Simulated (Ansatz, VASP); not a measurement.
# Cross-check of Sc3B between VASP and Ansatz, part 2 of 2

Aim: how closely do two programs agree when they are given the same cell, functional and k mesh? The cell is generated by rule, not measured, and may not be a known phase. The cell is taken from a series of runs on this material, whose earlier steps may have relaxed, scaled, displaced or heated it; both programs get it as it stands.

VASP 6.6.1 and Ansatz 0.2.0.

So far: Set-up; VASP: zone-centre phonons, PBEsol.

The structure was built from a prototype and need not be the compound's stable phase.

### Step 3. Ansatz: zone-centre phonons, PBEsol

Level of this step: Ansatz beside VASP: Kohn-Sham DFT, plane waves, PBEsol (Ansatz).

Ansatz runs on its default PAW (the set named soft_2) files.

The same cell, functional, mesh and smearing now go to Ansatz, which takes its cutoff from its data sets.

input.yaml reads:

```yaml
crystal:
  lattice:
    - [4.0584555828, 0.0, 0.0]
    - [0.0, 4.0584555828, 0.0]
    - [0.0, 0.0, 4.0584555828]
  atoms:
    - { symbol: Sc, position: [0.0, 0.5, 0.5] }
    - { symbol: Sc, position: [0.5, 0.0, 0.5] }
    - { symbol: Sc, position: [0.5, 0.5, 0.0] }
    - { symbol: B, position: [0.0, 0.0, 0.0] }
kpoints:
  mp_grid: { grid: [10, 10, 10] }
hamiltonian:
  xc: pbesol
scf:
  occupations: { method: methfessel_paxton, width: 0.15 }
output:
  eigenvalues: true
phonons:
  method: dfpt
  qmesh: [2, 2, 2]
  temperatures: { t_max: 1000, t_step: 50 }
  qpath:
    path:
      - [[0.0, 0.0, 0.0], [0.0, 0.5, 0.0], [0.5, 0.5, 0.0], [0.0, 0.0, 0.0], [0.5, 0.5, 0.5], [0.0, 0.5, 0.0]]
      - [[0.5, 0.5, 0.5], [0.5, 0.5, 0.0]]
    npoints: 10
```

Started as:

```sh
$ ansatz run input.yaml --threads 8 --pin off --max-ram 14336MiB --backend cpu --events-out ev --progress --plain --runs-dir out
```

Numbers of over 12 decimals in the logs are rounded to 6 here.

Log:

```text
Engine: ansatz 0.2.0, aarch64-unknown-linux-gnu
Pseudopotentials: kind: paw
Pseudopotential: Sc, paw, valence charge 11, recommended cutoff 420 eV (normal), Sc.paw.azcp
Pseudopotential: B, paw, valence charge 3, recommended cutoff 420 eV (normal), B.paw.azcp
Functional definition: PBEsol
  exchange = pbesol_x
  correlation = pbesol_c
Crystal: 4 atoms, lattice volume = 66.847 Å³
Basis set: ecut = 420 eV, 1309 PW (Γ), exchange–correlation on 60×60×60 points (8 copies of the dense FFT grid, shifted against one another)
Bands: 22, of which v1, the nominal top of the filled ones, is band 18 counted from 1 (17 counted from 0)
Symmetry: 48 space group operations
k-points: 56 of 1000
Non-local potential: Sc, projectors of the file, l = 0: 3, l = 1: 2, l = 2: 3, l = 3: 1
Non-local potential: B, projectors of the file, l = 0: 2, l = 1: 2, l = 2: 1
PAW form: soft (Blöchl's): semilocal exchange-correlation on the pseudo side does not see the compensation charge
PAW frozen core: Sc, regenerated for the run's functional, and the local potential with it (the file was generated under x = pbe(κ = 0.804, μ = 0.219515), c = pbe(β = 0.066725))
PAW frozen core: B, regenerated for the run's functional, and the local potential with it (the file was generated under x = pbe(κ = 0.804, μ = 0.219515), c = pbe(β = 0.066725))
PAW one-centre angular grid: Sc, 590 points (default); XC on 64 Gauss nodes
PAW one-centre angular grid: B, 110 points (default); XC on 64 Gauss nodes
Initial density: superposition of atomic densities (neutral atoms: chi_scale 0, normalization atom), corrected by the library's trained network
Initial wavefunctions: pseudopotential atomic-orbital guess
Functional: x = pbesol(κ = 0.804, μ = 0.123457), c = pbesol(β = 0.046)
SCF iter   1: F=—  HF=-6485.977052 eV  |F-HF|=—  |Δ(HF+E_count)|=         —  Δρ=6.09e-3  dr2=3.47e-2  ethr=1.77e-3  ⟨swp⟩=3.9  Hψ=9898  notcnv=0
automatic band count: the SCF goes on with 26 bands, as 22 were too few: they end inside the smearing window of the response
preconditioner: auto → Kerker (q_TF=auto, 2.461 Å⁻¹)  [metal: Δε(μ)=0.017 eV  Ē_g=4.303 eV  σ=0.150 eV  W_gap=0.10  n_scr=18 (ndim 8)  ℏωp=15.7 eV  f_vac=0.000  D(μ)=5.45/eV (n_scr^D=80)]
SCF iter   2: F=—  HF=-6485.969333 eV  |F-HF|=—  |Δ(HF+E_count)|=   7.72e-3  S|Δr|=    0.00e0  Δρ=3.40e-3  dr2=1.13e-2  ethr=9.64e-5  ⟨swp⟩=1.0  Hψ=1908  notcnv=0
SCF iter   3: F=—  HF=-6485.966014 eV  |F-HF|=—  |Δ(HF+E_count)|=   3.32e-3  S|Δr|=    0.00e0  Δρ=5.87e-4  dr2=4.69e-4  ethr=3.13e-5  ⟨swp⟩=2.0  Hψ=1659  notcnv=0
SCF iter   4: F=—  HF=-6485.965864 eV  |F-HF|=—  |Δ(HF+E_count)|=   1.51e-4  S|Δr|=    0.00e0  Δρ=9.32e-5  dr2=7.77e-6  ethr=1.30e-6  ⟨swp⟩=2.1  Hψ=1608  notcnv=0
SCF iter   5: F=—  HF=-6485.965858 eV  |F-HF|=—  |Δ(HF+E_count)|=   5.27e-6  S|Δr|=    0.00e0  Δρ=2.46e-5  dr2=5.23e-7  ethr=2.16e-8  ⟨swp⟩=2.4  Hψ=1997  notcnv=0
SCF iter   6: F=—  HF=-6485.965860 eV  |F-HF|=—  |Δ(HF+E_count)|=   1.55e-6  S|Δr|=    0.00e0  Δρ=5.39e-6  dr2=2.34e-8  ethr=1.45e-9  ⟨swp⟩=2.0  Hψ=1546  notcnv=0
SCF iter   7: F=—  HF=-6485.965860 eV  |F-HF|=—  |Δ(HF+E_count)|=   2.73e-9  S|Δr|=    0.00e0  Δρ=7.98e-7  dr2=3.54e-10  ethr=6.49e-11  ⟨swp⟩=2.1  Hψ=1734  notcnv=0
SCF iter   8: F=-6485.965860 eV  HF=-6485.965860 eV  |F-HF|=0.00e0  |Δ(HF+E_count)|=  7.19e-11  S|Δr|=    0.00e0  Δρ=1.03e-7  dr2=4.91e-12  ethr=1.00e-12  ⟨swp⟩=5.9  Hψ=6490  notcnv=0
SCF 1 converged in 8 iterations: F = -6485.965860 eV  dr2 = 4.91e-12
  greatest PAW one-centre occupation: 0.998 electrons in one spin orbital (limit 2), on the Sc atom at site 2 (counted from 0), in its partial waves of l = 0
Initial density: read from a saved state, or passed on in memory by an earlier SCF of this step, an earlier step, the calling program or the single point that the run made first
iter 1 solved again at ethr=4.62e-8 eV; its pass at ethr=3.10e-3 eV (dr2=1.66e-5 eV) is discarded
SCF iter   1: F=—  HF=-6485.965860 eV  |F-HF|=—  |Δ(HF+E_count)|=         —  Δρ=1.85e-7  dr2=2.61e-11  ethr=4.62e-8  ⟨swp⟩=3.2  Hψ=7784  notcnv=0
eigensolver tolerance schedule: the retry pair's looser diagonalisation over-reported the residual by 636867.05 of it (diagonalisation noise at an unbounded share of the residual, at the tolerance the schedule requests for it); recorded, not acted on — ethr = c·dr2/N_el stays at c = 1.0e-1
preconditioner: auto → Kerker (q_TF=auto, 2.461 Å⁻¹)  [metal: Δε(μ)=0.013 eV  Ē_g=3.238 eV  σ=0.150 eV  W_gap=0.07  n_scr=18 (ndim 8)  ℏωp=15.7 eV  f_vac=0.000  D(μ)=5.66/eV (n_scr^D=80)]
SCF iter   2: F=—  HF=-6485.965860 eV  |F-HF|=—  |Δ(HF+E_count)|=   3.51e-7  S|Δr|=    0.00e0  Δρ=1.03e-7  dr2=1.01e-11  ethr=1.00e-12  ⟨swp⟩=3.1  Hψ=2917  notcnv=0
SCF iter   3: F=-6485.965860 eV  HF=-6485.965860 eV  |F-HF|=9.09e-13  |Δ(HF+E_count)|=  9.09e-13  S|Δr|=    0.00e0  Δρ=7.14e-8  dr2=4.26e-12  ethr=1.00e-12  ⟨swp⟩=2.0  Hψ=1837  notcnv=0
SCF 2 converged in 3 iterations: F = -6485.965860 eV  dr2 = 4.26e-12
phonons: the bands overlap, so this run is a metal and interpolates without the dipole-dipole term. If the crystal is really an insulator or semiconductor, its LO-TO splitting is missing
NSCF: frozen V_eff on 56 k-points
NSCF: frozen V_eff on 216 k-points
DFPT response loops at q = (0, 0, 0) (fractional): preconditioner auto → Kerker (q_TF=auto, 2.461 Å⁻¹) (partly filled bands, converged f_vac=0.000); β = 1.00, the filter's whole step (`scf.mixing.beta` (0.50) is not read by the response loops under this deck's `scf.mixing.preconditioner`; to damp them name `kerker` or `kerker_dos`, under which they read `scf.mixing.beta`, and type it under 1.00, their step now; both keys bind the ground state too); Broyden in place of MSR1
NSCF: frozen V_eff on 432 k-points
DFPT response loops at q = (0, 0, -0.5) (fractional): mixed as the last ones told, above
NSCF: frozen V_eff on 432 k-points
DFPT response loops at q = (0, -0.5, -0.5) (fractional): mixed as the last ones told, above
NSCF: frozen V_eff on 432 k-points
DFPT response loops at q = (-0.5, -0.5, -0.5) (fractional): mixed as the last ones told, above
SCF converged after 8 iterations
Stability not checked: this state was not tested for a lower state beside it, because cold or Methfessel-Paxton smearing, or corrected tetrahedra, fill the levels in a way that the test cannot read (fill_not_monotonic; see scf.lower_state_search)
Free energy (F): -6485.965860 eV
Harris-Foulkes:  -6485.965860 eV  (|F-HF|=0.00e0)
Internal energy: -6485.961610 eV  (E = F + TS)
E sigma→0 (E₀):  -6485.964797 eV
Entropy (-TS):   -0.004250 eV (-1.063 meV/atom)
Fermi energy:    11.575212 eV
--- Per-component energies (eV) ---
  E_band       = -399.648510
  E_kinetic    = 833.396266
  E_local      = -2366.765207  (includes V_loc(G=0)·N_el)
  E_nonlocal   = 269.028788
  E_hartree    = 822.098570
  E_xc         = -343.067171
  E_vxc        = -425.371144  (∫ρ·V_xc dr)
  E_paw        = -2873.739182  (= ΣΔE_a)
  E_vpaw       = -354.134322  (= ΣTr[D̂ρ^β])
  E_aug_tail   = 0.000024  (compensation charges beyond the density's cutoff)
  E_ewald      = -2827.315484
  E_core_change = 0.401786  (= ΣΔE_core)
  E_smearing   = -0.004250  (= −TS)
  E_closure    = 0.000000  (closes the sum)
  Σ components = -6485.965860   (vs F -6485.965860, Δ=0.00e0)
--- Band table (eV; the first three rows and the last of 56) ---
  k-point 0: bands = [... 14 lower, 10.6359, 10.6359, 10.9213, 10.9213, 10.9213, 12.0238, 12.0238, 12.0238, ... 4 higher]
  k-point 1: bands = [... 14 lower, 10.3379, 10.7404, 10.8689, 10.8689, 10.9601, 12.0541, 12.0541, 12.1699, ... 4 higher]
  k-point 2: bands = [... 14 lower, 9.7362, 10.7297, 10.7297, 11.0400, 11.0688, 12.1794, 12.1794, 12.4797, ... 4 higher]
  k-point 55: bands = [... 14 lower, 10.1228, 10.1228, 10.4688, 10.4688, 10.4688, 12.9906, 13.1911, 13.1911, ... 4 higher]
--- Phonons (Γ-DFPT): 3 representative perturbations + reference (Σ response iterations 9) ---
  ASR residual: 4.621e-5 → 0.000e0 eV/Å²; symmetrization residual: 1.427e-6 eV/Å²
  ASR residual per site (eV/Å²): 4.20e-5 4.20e-5 4.20e-5 4.62e-5
  Γ frequencies (cm⁻¹): 0.00 0.00 0.00 137.18 137.18 137.18 151.38 151.38 151.38 333.86 333.86 333.86
--- Phonons (arbitrary-q DFPT): 4 irreducible q on the 2×2×2 mesh ---
  q = [0.0000, 0.0000, 0.0000] (star 1, of the zone-centre solve; hermiticity 2.29e-7, symmetrization 7.84e-13): -0.00 0.00 0.00 137.18 137.18 137.18 151.38 151.38 151.38 333.86 333.86 333.86
  q = [0.0000, 0.0000, -0.5000] (star 3, 7 solved perturbations in 1332 linear systems a pass and spin channel, the states on 216 of 1000 k-point pairs; hermiticity 3.85e-7, symmetrization 5.44e-13): -90.74 82.86 82.86 131.65 131.65 167.33 204.18 204.18 216.04 235.45 235.45 278.52
  q = [0.0000, -0.5000, -0.5000] (star 3, 7 solved perturbations in 1332 linear systems a pass and spin channel, the states on 216 of 1000 k-point pairs; hermiticity 2.55e-7, symmetrization 1.04e-13): -80.59 114.53 114.53 132.94 132.94 160.67 183.78 229.65 231.21 271.20 271.20 295.49
  q = [-0.5000, -0.5000, -0.5000] (star 1, 3 solved perturbations in 468 linear systems a pass and spin channel, the states on 216 of 1000 k-point pairs; hermiticity 5.45e-7, symmetrization 5.79e-13): -78.92 -78.92 -78.92 133.73 133.73 133.73 156.68 156.68 311.76 311.76 311.76 368.90
  sum rule: each row above includes the acoustic sum rule's correction from the zone centre's row sums; it moved no ω² by more than (1.08 cm⁻¹)²
  mesh force constants: q→R imaginary residual 2.86e-18; ASR residual 4.621e-5 → 0.000e0 eV/Å²; symmetrization residual 3.553e-15 eV/Å²
  interpolated dispersion: 62 rows × 12 modes
  density of states and harmonic sums: on the 16×16×16 q-mesh, interpolated from the force constants of a 2×2×2 supercell (no non-analytic term)
  largest difference from the sums on the solved wave vectors: F 1.36e-1 eV, S 1.73e-4 and C_V 4.78e-5 eV/K
  zero-point energy: 0.125425 eV/cell   skipped modes (ω ≤ 0): 186, of them read as no rigid motion or as one in doubt: 183 (1.060e0 modes/cell left out, lowest -90.74 cm⁻¹)   left out of the sums: 8.84e-2 of the cell's modes: C_V's classical limit lies that fraction below 3 k_B per atom; for a crystal, a wire or a layer, F and S can be off by more, and a phonons.interpolated_qmesh denser along its periods is the remedy for the sampling
```

### Step 4. Side by side

Known differences besides the potentials themselves: VASP's run holds the zone centre alone; the cutoff is 420 eV in Ansatz and 500 eV in VASP; Ansatz makes its cores anew for this functional, VASP keeps those of its PBE data sets. Total energies have different zeros and are not compared.

Both answers:

```
                  quantity  Ansatz   VASP  difference
optical mode 1 to 3 (cm⁻¹)   137.2  138.1     -0.70 %
optical mode 4 to 6 (cm⁻¹)   151.4  153.9     -1.64 %
optical mode 7 to 9 (cm⁻¹)   333.9  334.9     -0.32 %
```

Modes are paired by rising frequency, not by their patterns, so a pair may set unlike modes beside each other; they are those without the splitting of longitudinal modes.

### Step 5. Outcome

- r.m.s. difference of the optical zone-centre modes, each program's sorted by frequency (zone-centre phonons, PBEsol): 1.7 cm⁻¹
- difference in optical mode 4 to 6 (zone-centre phonons, PBEsol): -1.6 %

What this shows: The r.m.s. difference of the optical zone-centre modes, each program's sorted by frequency is 1.7 cm⁻¹ (zone-centre phonons, PBEsol). Among the rows given in per cent, the largest difference of the zone-centre phonons, PBEsol pair is in optical mode 4 to 6, -1.6 %. How closely two codes agree says nothing of how well the functional describes the real material.

[Lines on the potential files, build, host, timing and source positions are cut from VASP's logs without a mark.]

[Logs are printed without paths, hosts, clocks, repeated set-up lines and the standing remarks that a program may print on its own settings, such as how far it seeks lower states.]

[Hosts, paths, dates, database ids (printed as entryN), source tags and the programs' standing remarks are cut or masked in the printed files.]
